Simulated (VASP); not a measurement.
Zn2CdSeS2:

```
CELL_PARAMETERS angstrom
3.86400 0.00000 0.00000
-1.93200 3.34632 0.00000
0.00000 0.00000 9.46600
ATOMIC_POSITIONS crystal
Zn 0.33333 0.66667 0.33330
Zn 0.66667 0.33333 0.66670
Cd 0.00000 0.00000 0.00000
Se 0.00000 0.00000 0.25000
S 0.66667 0.33333 0.91670
S 0.33333 0.66667 0.58330
```

The cell was built by a generator and needn't be a form met in nature.

- Program: VASP 6.6.1
- Task: relaxation of cell and atoms
- Functional: PBE
- Potentials or basis: VASP PAW PBE potentials, release 64 (Zn, Cd, Se, S)
- Cutoff: 520 eV
- k mesh: 4 × 4 × 2
- Occupations: gaussian, width 0.15 eV
- Spin: no spin polarisation

At the start: pressure 12.1 GPa; volume 20.40 Å³/atom.

Task: How do energy, volume and symmetry change on relaxing?

Result: Over 12 steps the energy falls by 158.1 meV/atom and the volume is 23.29 Å³/atom (+14.2 %); space group P3m1 (No. 156, to 0.05 Å).

The path:
```tsv
step	energy change (eV)	largest force (eV/Å)	pressure (GPa)	volume (Å³)
1	0.0000	2.2028	12.11	122.40
2	-0.7063	0.5464	-2.96	151.78
3	-0.8182	0.8230	-1.09	142.48
4	-0.8176	0.8472	-0.53	141.80
5	-0.8739	0.5579	-0.05	140.75
6	-0.9086	0.5555	0.24	138.83
7	-0.9397	0.2598	0.22	138.62
8	-0.9427	0.1894	0.56	138.53
9	-0.9473	0.0763	-0.62	140.51
10	-0.9477	0.0964	-0.19	139.99
11	-0.9477	0.1060	-0.03	139.94
12	-0.9484	0.0293	-0.14	139.75
```

Final structure:
```xyz
6
Lattice="4.0409 0.0000 0.0000 -2.0204 3.4995 0.0000 0.0000 0.0000 9.8830" Properties=species:S:1:pos:R:3 pbc="T T T"
Zn    0.0000    2.3330    3.4618
Zn    2.0204    1.1665    6.5032
Cd    4.0409    0.0000    9.8269
Se    0.0000    0.0000    2.6125
S     2.0204    1.1665    8.8472
S     0.0000    2.3330    5.8099
```

Caveat: the k mesh is coarse (spacing up to 0.47 Å⁻¹), so the values aren't converged.
